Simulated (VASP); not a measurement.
Computed with PBE GGA, VASP's PBE PAW potentials (set 64) (plane waves; VASP 6.6.1).

VASP ran on this input.

### INCAR
```
# general
SYSTEM  = MoSe
PREC    = Accurate
ENCUT   = 400
LREAL   = .False.
LASPH   = .True.

# electronic loop
EDIFF   = 1E-6
NELM    = 100
ALGO    = Normal
LMAXMIX = 4

# smearing
ISMEAR  = 1
SIGMA   = 0.1

# functional
GGA     = PE

# ions
IBRION  = 2
NSW     = 60
ISIF    = 3
EDIFFG  = -0.01

# output
LWAVE   = .False.
LCHARG  = .False.
```

POSCAR:
```
MoSe
1
   -0.0000000000     2.6112676894     2.6112676894
    2.6112676894     0.0000000000     2.6112676894
    2.6112676894     2.6112676894     0.0000000000
Mo Se
1 1
Direct
  0.0000000000   0.0000000000   0.0000000000
  0.5000000000   0.5000000000   0.5000000000
```

### KPOINTS
```
Automatic
0
Gamma
11 11 11
```

POTCAR, in this order: Mo_sv Se (PBE.64 set). Program: vasp_std.

The run wrote:

File OUTCAR:
```
 ion  position               nearest neighbor table
   1  0.000  0.000  0.000-   2 2.61   2 2.61   2 2.61   2 2.61   2 2.61   2 2.61
   2  0.500  0.500  0.500-   1 2.61   1 2.61   1 2.61   1 2.61   1 2.61   1 2.61
  LATTYP: Found a face centered cubic cell.
 ALAT       =     5.2225353788
 Subroutine PRICEL returns:
 Original cell was already a primitive cell.
 Subroutine GETGRP returns: Found 48 space group operations
The static configuration has the point symmetry O_h .
The dynamic configuration has the point symmetry O_h .
 Subroutine INISYM returns: Found 48 space group operations
 Subroutine IBZKPT returns following result:
 Found     56 irreducible k-points:

 Following reciprocal coordinates:
            Coordinates               Weight
  0.000000  0.000000  0.000000      1.000000
  0.090909  0.000000  0.000000      8.000000
  0.181818  0.000000  0.000000      8.000000
  0.272727  0.000000  0.000000      8.000000
  0.363636  0.000000  0.000000      8.000000
  0.454545  0.000000  0.000000      8.000000
  0.090909  0.090909  0.000000      6.000000
  0.181818  0.090909  0.000000     24.000000
  0.272727  0.090909  0.000000     24.000000
  0.363636  0.090909  0.000000     24.000000
  0.454545  0.090909  0.000000     24.000000
 -0.454545  0.090909  0.000000     24.000000
 -0.363636  0.090909  0.000000     24.000000
 -0.272727  0.090909  0.000000     24.000000
 -0.181818  0.090909  0.000000     24.000000
 -0.090909  0.090909  0.000000     12.000000
  0.181818  0.181818  0.000000      6.000000
  0.272727  0.181818  0.000000     24.000000
  0.363636  0.181818  0.000000     24.000000
  0.454545  0.181818  0.000000     24.000000
 -0.454545  0.181818  0.000000     24.000000
 -0.363636  0.181818  0.000000     24.000000
 -0.272727  0.181818  0.000000     24.000000
 -0.181818  0.181818  0.000000     12.000000
  0.272727  0.272727  0.000000      6.000000
  0.363636  0.272727  0.000000     24.000000
  0.454545  0.272727  0.000000     24.000000
 -0.454545  0.272727  0.000000     24.000000
 -0.363636  0.272727  0.000000     24.000000
 -0.272727  0.272727  0.000000     12.000000
  0.363636  0.363636  0.000000      6.000000
  0.454545  0.363636  0.000000     24.000000
 -0.454545  0.363636  0.000000     24.000000
 -0.363636  0.363636  0.000000     12.000000
  0.454545  0.454545  0.000000      6.000000
 -0.454545  0.454545  0.000000     12.000000
  0.272727  0.181818  0.090909     24.000000
  0.363636  0.181818  0.090909     48.000000
  0.454545  0.181818  0.090909     48.000000
 -0.454545  0.181818  0.090909     48.000000
   k-points           NKPTS =     56   k-points in BZ     NKDIM =     56   number of bands    NBANDS=     14
   number of dos      NEDOS =    301   number of ions     NIONS =      2
   total plane-waves  NPLWV =  13824
   dimension x,y,z NGX =    24 NGY =   24 NGZ =   24
   dimension x,y,z NGXF=    48 NGYF=   48 NGZF=   48
   ions per type =               1   1
   PREC   = accura    normal or accurate (medium, high low for compatibility)
   ISTART =      0    job   : 0-new  1-cont  2-samecut
   ICHARG =      2    charge: 1-file 2-atom 10-const
   ISPIN  =      1    spin polarized calculation?
   LNONCOLLINEAR =      F non collinear calculations
   LSORBIT =      F    spin-orbit coupling
   INIWAV =      1    electr: 0-lowe 1-rand  2-diag
   ENCUT  =  400.0 eV  29.40 Ry    5.42 a.u.   6.02  6.02  6.02*2*pi/ulx,y,z
   NELM   =    100;   NELMIN=  2; NELMDL= -5     # of ELM steps
   EDIFF  = 0.1E-05   stopping-criterion for ELM
   LREAL  =      F    real-space projection
   NLSPLINE    = F    spline interpolate recip. space projectors
   LMAXMIX     =    4 max onsite mixed and CHGCAR
...
```

File OSZICAR:
```
       N       E                     dE             d eps       ncg     rms          rms(c)
DAV:   1     0.112231826439E+03    0.11223E+03   -0.94764E+03  1576   0.113E+03
DAV:   2    -0.107099220287E+02   -0.12294E+03   -0.12094E+03  1994   0.308E+02
DAV:   3    -0.137381272053E+02   -0.30282E+01   -0.29892E+01  1850   0.456E+01
DAV:   4    -0.137550791514E+02   -0.16952E-01   -0.16947E-01  1736   0.366E+00
DAV:   5    -0.137551787088E+02   -0.99557E-04   -0.99555E-04  1820   0.270E-01    0.132E+01
DAV:   6    -0.133085660590E+02    0.44661E+00   -0.26734E+00  1616   0.124E+01    0.513E+00
DAV:   7    -0.132906951847E+02    0.17871E-01   -0.13324E-01  1604   0.320E+00    0.334E+00
DAV:   8    -0.132874425975E+02    0.32526E-02   -0.18190E-02  1838   0.104E+00    0.280E-01
DAV:   9    -0.132874538621E+02   -0.11265E-04   -0.23172E-04  1658   0.147E-01    0.136E-01
DAV:  10    -0.132874576171E+02   -0.37550E-05   -0.17736E-04  1832   0.112E-01    0.257E-02
DAV:  11    -0.132874573741E+02    0.24299E-06   -0.24456E-05  1610   0.468E-02    0.163E-02
DAV:  12    -0.132874558266E+02    0.15475E-05   -0.30458E-06  1132   0.145E-02    0.334E-03
DAV:  13    -0.132874556797E+02    0.14695E-06   -0.23110E-07   802   0.326E-03
   1 F= -.13287456E+02 E0= -.13287287E+02  d E =-.132875E+02
       N       E                     dE             d eps       ncg     rms          rms(c)
DAV:   1    -0.132941094745E+02   -0.66536E-02   -0.15868E-01  1574   0.448E+00    0.663E-01
DAV:   2    -0.132880014364E+02    0.61080E-02   -0.28562E-02  1574   0.158E+00    0.136E-01
DAV:   3    -0.132874643595E+02    0.53708E-03   -0.11316E-03  1634   0.233E-01    0.643E-02
DAV:   4    -0.132873918042E+02    0.72555E-04   -0.48725E-04  1730   0.194E-01    0.347E-02
DAV:   5    -0.132874038011E+02   -0.11997E-04   -0.95541E-06  1682   0.271E-02    0.146E-02
DAV:   6    -0.132874077640E+02   -0.39630E-05   -0.32870E-06  1640   0.122E-02    0.172E-03
DAV:   7    -0.132874077785E+02   -0.14420E-07   -0.11034E-07   796   0.281E-03
   2 F= -.13287408E+02 E0= -.13287246E+02  d E =0.479012E-04
       N       E                     dE             d eps       ncg     rms          rms(c)
DAV:   1    -0.132895688370E+02   -0.21611E-02   -0.47720E-02  1574   0.246E+00    0.358E-01
DAV:   2    -0.132877449697E+02    0.18239E-02   -0.86936E-03  1568   0.868E-01    0.760E-02
DAV:   3    -0.132875751080E+02    0.16986E-03   -0.35078E-04  1640   0.129E-01    0.359E-02
DAV:   4    -0.132875468757E+02    0.28232E-04   -0.14991E-04  1730   0.107E-01    0.186E-02
DAV:   5    -0.132875465773E+02    0.29840E-06   -0.33686E-06  1646   0.158E-02
   3 F= -.13287547E+02 E0= -.13287380E+02  d E =-.908977E-04
```

File OUTCAR:
```
------------------------ aborting loop because EDIFF is reached ----------------------------------------
  FORCE on cell =-STRESS in cart. coord.  units (eV):
  Direction    XX          YY          ZZ          XY          YZ          ZX
  --------------------------------------------------------------------------------------
  Total        0.0036905      0.0036905      0.0036905      0.0000000      0.0000000      0.0000000
  in kB        0.1664388      0.1664388      0.1664388      0.0000000      0.0000000      0.0000000
  external PRESSURE =       0.1664388 kB  Pullay stress =       0.0000000 kB
  volume of cell :       35.53
      direct lattice vectors                 reciprocal lattice vectors
     0.000000000  2.609181977  2.609181977    -0.191630942  0.191630942  0.191630942
     2.609181977  0.000000000  2.609181977     0.191630942 -0.191630942  0.191630942
     2.609181977  2.609181977 -0.000000000     0.191630942  0.191630942 -0.191630942
 POSITION                                       TOTAL-FORCE (eV/Angst)
 -----------------------------------------------------------------------------------
      0.00000      0.00000      0.00000         0.000000      0.000000      0.000000
      2.60918      2.60918      2.60918        -0.000000     -0.000000     -0.000000
 -----------------------------------------------------------------------------------
    total drift:                                0.000000     -0.000000     -0.000000
  FREE ENERGIE OF THE ION-ELECTRON SYSTEM (eV)
  ---------------------------------------------------
  free  energy   TOTEN  =       -13.2875465773 eV

  energy  without entropy=      -13.2870477107  energy(sigma->0) =      -13.28738029

 reached required accuracy - stopping structural energy minimisation
```
(Selected blocks of OUTCAR.)

### CONTCAR
```
MoSe
   1.00000000000000
     0.0000000000000000    2.6091819773813194    2.6091819773813194
     2.6091819773813194    0.0000000000000000    2.6091819773813194
     2.6091819773813194    2.6091819773813194   -0.0000000000000000
  Mo              Se
     1     1
Direct
     0.0000000000000000    0.0000000000000000    0.0000000000000000
     0.5000000000000000    0.5000000000000000    0.5000000000000000
```

### OUTCAR
```
 val. band max:        9.6108236395   @ k =   0.3636   0.0909   0.0000

 cond. band min:       9.6268195054   @ k =   0.4545   0.2727   0.0000


 Fermi energy:         9.6180909014

 k-point     1 :       0.0000    0.0000    0.0000
  band No.  band energies     occupation
      1     -51.6351      2.00000
      2     -25.7434      2.00000
      3     -25.7434      2.00000
      4     -25.7434      2.00000
      5      -6.3199      2.00000
      6       7.3733      2.00000
      7       7.3733      2.00000
      8       7.3733      2.00000
      9       7.6726      2.00000
     10       7.6726      2.00000
     11       7.6726      2.00000
     12       8.0653      2.00000
     13       8.0653      2.00000
     14      12.3691      0.00000

 k-point     2 :       0.0909    0.0000    0.0000
  band No.  band energies     occupation
      1     -51.6345      2.00000
      2     -25.7527      2.00000
      3     -25.7439      2.00000
      4     -25.7439      2.00000
      5      -6.2195      2.00000
      6       6.3208      2.00000
      7       6.5009      2.00000
      8       6.5009      2.00000
      9       7.8304      2.00000
     10       7.8304      2.00000
     11       8.2111      2.00000
     12       9.0506      2.00000
     13       9.0506      2.00000
     14      12.9739      0.00000

 k-point     3 :       0.1818    0.0000    0.0000
  band No.  band energies     occupation
      1     -51.6328      2.00000
      2     -25.7790      2.00000
      3     -25.7463      2.00000
      4     -25.7463      2.00000
      5      -5.9345      2.00000
      6       4.8944      2.00000
      7       5.5720      2.00000
      8       5.5720      2.00000
      9       8.1487      2.00000
     10       8.1487      2.00000
     11       8.5768      2.00000
     12      10.4392     -0.00000
     13      10.4392     -0.00000
     14      14.1726      0.00000

 k-point     4 :       0.2727    0.0000    0.0000
  band No.  band energies     occupation
...
```

The structure was generated: MoSe was put into the rock salt type (Fm-3m), which need not be its known phase. This run relaxes it. Symmetry was kept, so distortions that lower it aren't found. The start is the result of an earlier pass.
